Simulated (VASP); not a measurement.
Input for VASP

File POSCAR:
```
ZnS
1
    3.5717545768    -0.0000000000    -0.0000000000
   -1.7858772884     3.0932296257    -0.0000000000
    0.0000000000    -0.0000000000     5.8203510709
Zn S
2 2
Direct
  0.0000000000   0.0000000000   0.0000000000
  0.0000000000   0.0000000000   0.5000000000
  0.3333330000   0.6666670000   0.2500000000
  0.6666670000   0.3333330000   0.7500000000
```

KPOINTS:
```
K-points
0
G
  7 7 4
```

### INCAR
```
SYSTEM = ZnS
PREC = Accurate
ENCUT = 400
EDIFF = 1E-6
NELM = 100
ALGO = Normal
LREAL = .FALSE.
LASPH = .TRUE.
ISMEAR = 0
SIGMA = 0.05
GGA = PS
LMAXMIX = 4
LWAVE = .FALSE.
LCHARG = .FALSE.
IBRION = 2
ISIF = 3
NSW = 60
EDIFFG = -0.02
```

POTCAR, in this order: Zn S (PBE.64 set). Program: vasp_std.

### Question
Write an equivalent input for Quantum ESPRESSO's pw.x.

### Answer
One equivalent input (not run):
```
&CONTROL
  calculation = 'vc-relax'
  pseudo_dir = './pseudo'
  outdir = './out'
  tprnfor = .true.
  tstress = .true.
  nstep = 60
  forc_conv_thr = 0.00078
/
&SYSTEM
  ibrav = 0
  nat = 4
  ntyp = 2
  ecutwfc = 84
  occupations = 'smearing'
  smearing = 'gaussian'
  degauss = 0.003675
  input_dft = 'pbesol'
/
&ELECTRONS
  conv_thr = 7.3e-08
  electron_maxstep = 100
/
&IONS
/
&CELL
/
ATOMIC_SPECIES
  Zn 65.380 Zn.upf
  S 32.060 S.upf
CELL_PARAMETERS angstrom
     3.5717546   -0.0000000   -0.0000000
    -1.7858773    3.0932296   -0.0000000
     0.0000000   -0.0000000    5.8203511
ATOMIC_POSITIONS crystal
  Zn   0.0000000  0.0000000  0.0000000
  Zn   0.0000000  0.0000000  0.5000000
  S    0.3333330  0.6666670  0.2500000
  S    0.6666670  0.3333330  0.7500000
K_POINTS automatic
  7 7 4 0 0 0
```
Limits of the translation: the potentials are each code's own (VASP's PAW set, PseudoDojo norm-conserving files in pw.x), so ENCUT and ecutwfc are chosen apart and not converted; conv_thr bounds pw.x's estimated SCF error, while EDIFF bounds the energy change between steps; forc_conv_thr acts on force components and is met together with etot_conv_thr.

The structure was generated: ZnS was put into the NiAs type type (P6_3/mmc), which need not be its known phase. This run relaxes it. Symmetry was kept, so distortions that lower it aren't found. The start is the result of an earlier pass.
